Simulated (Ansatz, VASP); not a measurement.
# Cross-check of TlHg2 between VASP and Ansatz, part 2 of 2

One calculation is typed for both programs; each brings its own data sets. How far apart do they land? The cell is generated by rule, not measured, and may not be a known phase. The cell is taken from a series of runs on this material, whose earlier steps may have relaxed, scaled, displaced or heated it; both programs get it as it stands.

VASP 6.6.1 and Ansatz 0.2.0.

So far: The starting structure; Ansatz: relaxation of cell and atoms, PBEsol; VASP: relaxation of cell and atoms, PBEsol.

## 3. VASP: relaxation of cell and atoms, PBEsol (continued)

Level of this step: PBEsol; plane waves and PAW (Tl_d, Hg); invented cell (VASP).

Numbers of over 12 decimals in the logs are rounded to 6 here.

Parts of OUTCAR (step 3):

```text
ion  position               nearest neighbor table
   1  0.776  0.026  0.750-   4 3.35   4 3.35   3 3.35   3 3.35   6 3.35   5 3.35   5 3.42   5 3.42
                             6 3.42   6 3.42   2 3.44   2 3.44   3 3.62   4 3.62
   2  0.224  0.974  0.250-   5 3.35   5 3.35   6 3.35   6 3.35   3 3.35   4 3.35   3 3.42   4 3.42
                             4 3.42   3 3.42   1 3.44   1 3.44   6 3.62   5 3.62
   3  0.184  0.664  0.520-   5 2.94   5 2.94   6 2.98   4 3.14   1 3.35   1 3.35   2 3.35   2 3.42
                             2 3.42   1 3.62   4 3.68
   4  0.645  0.664  0.980-   6 2.94   6 2.94   5 2.98   3 3.14   1 3.35   1 3.35   2 3.35   2 3.42
                             2 3.42   1 3.62   3 3.68
   5  0.355  0.336  0.020-   3 2.94   3 2.94   4 2.98   6 3.14   2 3.35   2 3.35   1 3.35   1 3.42
                             1 3.42   2 3.62   6 3.68
   6  0.816  0.336  0.480-   4 2.94   4 2.94   3 2.98   5 3.14   2 3.35   2 3.35   1 3.35   1 3.42
                             1 3.42   2 3.62   5 3.68

  LATTYP: Found a body centered orthorhombic cell.
 ALAT       =     5.0071580000
 B/A-ratio  =     1.3609908056
 C/A-ratio  =     1.8048709468

 Subroutine GETGRP returns: Found  8 space group operations
 (whereof  4 operations were pure point group operations)

The static configuration has the point symmetry C_2h.
 The point group associated with its full space group is D_2h.

 Found     95 irreducible k-points:

   k-points           NKPTS =     95   k-points in BZ     NKDIM =     95   number of bands    NBANDS=     45

   dimension x,y,z NGX =    48 NGY =   48 NGZ =   48
   dimension x,y,z NGXF=    96 NGYF=   96 NGZF=   96

   ENCUT  =  500.0 eV  36.75 Ry    6.06 a.u.  11.28 11.28 11.28*2*pi/ulx,y,z

   NELECT =      74.0000    total number of electrons

 k-points in reciprocal lattice and weights: Automatic mesh
   0.00000000  0.00000000  0.00000000       0.002
   0.12500000  0.00000000  0.00000000       0.008
   0.25000000  0.00000000  0.00000000       0.008
   0.37500000  0.00000000 -0.00000000       0.008
   0.50000000  0.00000000  0.00000000       0.004
   0.00000000  0.12500000 -0.00000000       0.008
   0.12500000  0.12500000  0.00000000       0.016
   0.25000000  0.12500000 -0.00000000       0.016
   0.37500000  0.12500000  0.00000000       0.016
[...]
-0.37500000 -0.37500000  0.37500000       0.004
   0.50000000  0.50000000  0.50000000       0.002

 average (electrostatic) potential at core
       1 -85.4296       2 -85.4296       3 -39.3274       4 -39.3274       5 -39.3274
       6 -39.3274

 E-fermi :   3.9277

 k-point     1 :       0.0000    0.0000    0.0000
  band No.  band energies     occupation
    ...
     33       0.5944      2.00000
     34       0.8063      2.00000
     35       0.8290      2.00000
     36       2.5687      2.00000
     37       2.8164      2.00000
     38       5.1638     -0.00000
     39       5.2455     -0.00000
     40       5.5860     -0.00000
     41       5.7204     -0.00000
     42       6.1956     -0.00000
    ...

 k-point     2 :       0.1250    0.0000    0.0000
  band No.  band energies     occupation
    ...
     33       0.2671      2.00000
     34       0.9533      2.00000
     35       1.1493      2.00000
     36       2.7715      2.00000
     37       3.1869      2.00000
     38       4.8801     -0.00000
     39       5.4993     -0.00000
     40       5.6697     -0.00000
     41       5.8594     -0.00000
     42       6.1077     -0.00000
    ...

 k-point     3 :       0.2500    0.0000    0.0000
  band No.  band energies     occupation
    ...
     32      -1.6253      2.00000
     33      -0.0518      2.00000
     34       0.8108      2.00000
     35       1.6971      2.00000
     36       2.8762      2.00000
     37       4.2368     -0.01308
     38       4.6066     -0.00000
     39       5.5737     -0.00000
     40       5.6064     -0.00000
     41       5.9902     -0.00000
    ...

  Total        0.0247406      0.0034998      0.0158570      0.0000000      0.0000000      0.0000000
  in kB        0.2555057      0.0361440      0.1637614      0.0000000      0.0000000      0.0000000
  external PRESSURE =       0.1518037 kB  Pullay stress =       0.0000000 kB

  energy-cutoff  :      500.00
  volume of cell :      155.14
      direct lattice vectors                 reciprocal lattice vectors
    -2.415097613  3.356075109  4.785128431     0.000000000  0.148983555  0.104490403
     2.415097613 -3.356075109  4.785128431     0.207030969  0.000000000  0.104490403
     2.415097613  3.356075109 -4.785128431     0.207030969  0.148983555  0.000000000

 POSITION                                       TOTAL-FORCE (eV/Angst)
 -----------------------------------------------------------------------------------
      0.00000      5.03411      0.29142        -0.000000      0.000000      0.003848
      2.41510     -1.67804      4.49371         0.000000     -0.000000     -0.003848
      2.41510      0.12927      1.53423        -0.000000      0.002462     -0.000441
      2.41510      3.22681      1.53423        -0.000000     -0.002462     -0.000441
      0.00000      0.12927      3.25090         0.000000      0.002462      0.000441
      0.00000      3.22681      3.25090         0.000000     -0.002462      0.000441
 -----------------------------------------------------------------------------------
    total drift:                                0.000097      0.001702     -0.000054

  FREE ENERGIE OF THE ION-ELECTRON SYSTEM (eV)
  ---------------------------------------------------
  free  energy   TOTEN  =        -7.6049997771 eV

  energy  without entropy=       -7.6019916658  energy(sigma->0) =       -7.60399707

 reached required accuracy - stopping structural energy minimisation

 total charge
# of ion       s       p       d       tot
------------------------------------------
    1        1.194   0.331   9.649  11.174
    2        1.194   0.331   9.649  11.174
    3        0.899   0.259   9.305  10.463
    4        0.899   0.259   9.305  10.463
    5        0.899   0.259   9.305  10.463
    6        0.899   0.259   9.305  10.463
--------------------------------------------------
tot          5.983   1.698  56.521  64.201

[... 3 further parts left out ...]
```

## 4. Comparison

Known differences besides the potentials themselves: the data sets hold 106 valence electrons in Ansatz (on its default PAW (the set named soft_2) files) and 74 in VASP; the cutoff is 420 eV in Ansatz and 500 eV in VASP; Ansatz makes its cores anew for this functional, VASP keeps those of its PBE data sets; Ansatz adds a Pulay correction to the stress that steers its cell, VASP none. Total energies have different zeros and are not compared.

Both answers:

| quantity | Ansatz | VASP | difference |
| --- | --- | --- | --- |
| volume (Å³) | 154.86 | 155.14 | -0.18 % |
| edge a after relaxation, in the typed setting (Å) | 6.296 | 6.324 | -0.44 % |

## 5. Outcome

```json
{
  "difference in edge a after relaxation, in the typed setting (relaxation of cell and atoms, PBEsol)": "-0.44 %"
}
```

What this shows: The difference in edge a after relaxation, in the typed setting is -0.44 % (relaxation of cell and atoms, PBEsol), within the 1.2 % picked in this series as the mark of a large difference, as far as the stopping tolerances let one tell. The data sets hold unlike numbers of valence electrons (106 in Ansatz and 74 in VASP), so part of the differences comes from the potentials. Such differences can come from data sets, numerical settings and the points named under the comparisons, not from the functional's error against experiment.

[Lines on the potential files, build, host, timing and source positions are cut from VASP's logs without a mark.]

[Logs are printed without paths, hosts, clocks, repeated set-up lines and the standing remarks that a program may print on its own settings, such as how far it seeks lower states.]

[Hosts, paths, dates, database ids (printed as entryN), source tags and the programs' standing remarks are cut or masked in the printed files.]
